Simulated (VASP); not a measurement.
These are LDA (Ceperley-Alder, Perdew-Zunger), VASP's LDA PAW potentials (set 64) (plane waves; VASP) values and carry that method's errors.

A VASP calculation is set up with these files.

File POSCAR:
```
GaN
1
    1.5631000000    -2.7073690000     0.0000000000
    1.5631000000     2.7073690000     0.0000000000
    0.0000000000     0.0000000000     5.0862000000
Ga N
2 2
Direct
  0.6666670000   0.3333330000   0.5000000000
  0.3333330000   0.6666670000   0.0000000000
  0.6666670000   0.3333330000   0.8770000000
  0.3333330000   0.6666670000   0.3770000000
```

INCAR:
```
# general
SYSTEM  = GaN
PREC    = Accurate
ENCUT   = 400   # plane-wave cut-off (eV)
LREAL   = F   # projection in real space or not
LASPH   = T

# electronic loop
EDIFF   = 1E-6
NELM    = 100
ALGO    = Normal   # blocked Davidson
LMAXMIX = 4   # l cut-off of mixed one-centre charges

# smearing
ISMEAR  = -1   # Fermi-Dirac
SIGMA   = 0.05

# ions
ISIF    = 2   # forces and stress, cell fixed

# output
LWAVE   = F
LCHARG  = F
```

File KPOINTS:
```
Automatic
0
G
 10 10 5
0 0 0
```

POTCAR, in this order: Ga_d N (LDA.64 set). Program: vasp_std.

What VASP printed:

### OSZICAR
```
       N       E                     dE             d eps       ncg     rms          rms(c)
DAV:   1     0.246115020519E+03    0.24612E+03   -0.16090E+04  1940   0.265E+03
DAV:   2    -0.214646629078E+01   -0.24826E+03   -0.24129E+03  2060   0.472E+02
DAV:   3    -0.311266429172E+02   -0.28980E+02   -0.28789E+02  2106   0.142E+02
DAV:   4    -0.320963119113E+02   -0.96967E+00   -0.96768E+00  2608   0.274E+01
DAV:   5    -0.321081978586E+02   -0.11886E-01   -0.11884E-01  1998   0.286E+00    0.109E+01
DAV:   6    -0.278902520945E+02    0.42179E+01   -0.15274E+01  3360   0.605E+01    0.332E+00
DAV:   7    -0.279388209664E+02   -0.48569E-01   -0.16463E+00  2040   0.962E+00    0.272E+00
DAV:   8    -0.279009546643E+02    0.37866E-01   -0.32700E-01  3190   0.812E+00    0.982E-01
DAV:   9    -0.278760684623E+02    0.24886E-01   -0.12714E-01  3260   0.594E+00    0.284E-01
DAV:  10    -0.278770621248E+02   -0.99366E-03   -0.56006E-03  2414   0.874E-01    0.107E-01
DAV:  11    -0.278766534850E+02    0.40864E-03   -0.20556E-03  3030   0.858E-01    0.782E-03
DAV:  12    -0.278766778303E+02   -0.24345E-04   -0.23620E-04  1986   0.114E-01    0.147E-02
DAV:  13    -0.278766723388E+02    0.54915E-05   -0.22253E-05  2612   0.674E-02    0.823E-04
DAV:  14    -0.278766727869E+02   -0.44807E-06   -0.45535E-06  1892   0.155E-02
   1 F= -.27876673E+02 E0= -.27876673E+02  d E =-.253054E-10
```

**OUTCAR**
```
------------------------ aborting loop because EDIFF is reached ----------------------------------------
  FORCE on cell =-STRESS in cart. coord.  units (eV):
  Direction    XX          YY          ZZ          XY          YZ          ZX
  --------------------------------------------------------------------------------------
  Total        0.8038742      0.8038745      0.9343958      0.0000000      0.0000000      0.0000000
  in kB       29.9185852     29.9185937     34.7763339      0.0000000      0.0000000      0.0000000
  external PRESSURE =      31.5378376 kB  Pullay stress =       0.0000000 kB
  volume of cell :       43.05
      direct lattice vectors                 reciprocal lattice vectors
     1.563100000 -2.707369000  0.000000000     0.319877167 -0.184681142  0.000000000
     1.563100000  2.707369000  0.000000000     0.319877167  0.184681142  0.000000000
     0.000000000  0.000000000  5.086200000     0.000000000  0.000000000  0.196610436
  FREE ENERGIE OF THE ION-ELECTRON SYSTEM (eV)
  ---------------------------------------------------
  free  energy   TOTEN  =       -27.8766727869 eV

  energy  without entropy=      -27.8766727869  energy(sigma->0) =      -27.87667279
```
(Selected blocks of OUTCAR.)

At this cut-off the stress carries a Pulay error, which pulls relaxed volumes low.

The structure is a typed GaN crystal (P6_3mc). The cell was not relaxed at this level, and its volume differs by -5.9 % from the start's.
